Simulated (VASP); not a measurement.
The input files of a VASP run:

INCAR:
```
SYSTEM = Ni3Sn
PREC = Accurate; ENCUT = 400; LREAL = .FALSE.
LASPH = .TRUE.
EDIFF = 1E-7; NELM = 100; ALGO = Normal
LMAXMIX = 4
ISMEAR = -5
ISIF = 2
LWAVE = .FALSE.; LCHARG = .TRUE.; LORBIT = 11
NEDOS = 601
LEFG = .TRUE.
```

### KPOINTS
```
Automatic mesh
0
Gamma
8 8 8
0 0 0
```

**POSCAR**
```
Ni3Sn
1
    2.5868214377    -4.4805066135     0.0000000000
    2.5868214377     4.4805066135    -0.0000000000
    0.0000000000     0.0000000000     4.1490022928
Ni Sn
6 2
Direct
  0.8404894524   0.6809789049   0.2500000000
  0.1595105476   0.8404894524   0.7500000000
  0.3190210951   0.1595105476   0.2500000000
  0.1595105476   0.3190210951   0.7500000000
  0.8404894524   0.1595105476   0.2500000000
  0.6809789049   0.8404894524   0.7500000000
  0.3333330000   0.6666670000   0.2500000000
  0.6666670000   0.3333330000   0.7500000000
```

POTCAR, in this order: Ni Sn_d (LDA.64 set). Program: vasp_std.

Question: Write an equivalent input for Ansatz.

Answer: One equivalent input (not run):
Ansatz 0.2 input:
```yaml
crystal:
  lattice:
    - [2.5868214, -4.4805066, 0.0000000]
    - [2.5868214, 4.4805066, 0.0000000]
    - [0.0000000, 0.0000000, 4.1490023]
  atoms:
    - { symbol: Ni, position: [0.8404895, 0.6809789, 0.2500000] }
    - { symbol: Ni, position: [0.1595105, 0.8404895, 0.7500000] }
    - { symbol: Ni, position: [0.3190211, 0.1595105, 0.2500000] }
    - { symbol: Ni, position: [0.1595105, 0.3190211, 0.7500000] }
    - { symbol: Ni, position: [0.8404895, 0.1595105, 0.2500000] }
    - { symbol: Ni, position: [0.6809789, 0.8404895, 0.7500000] }
    - { symbol: Sn, position: [0.3333330, 0.6666670, 0.2500000] }
    - { symbol: Sn, position: [0.6666670, 0.3333330, 0.7500000] }
kpoints:
  mp_grid: { grid: [8, 8, 8] }
hamiltonian:
  xc: lda
  pseudopotentials: { kind: paw }
scf:
  occupations: { method: tetrahedron }
  max_iter: 100
output: { forces: true, stress: true, eigenvalues: true }
```
Limits of the translation: each code has its own PAW files, so the cut-off isn't converted (ENCUT is set for VASP's; basis.ecutwfc is left out, and Ansatz then takes the one that its files recommend); Ansatz stops its SCF on the density residual and VASP on the energy change (EDIFF); Ansatz's lda is the Perdew-Wang form, while the LDA potentials of VASP carry Perdew-Zunger's; the field gradients of LEFG aren't asked of the other code.

The compound is Ni3Sn in the sg194 structure. It was relaxed first, which changed the volume by -7 %.
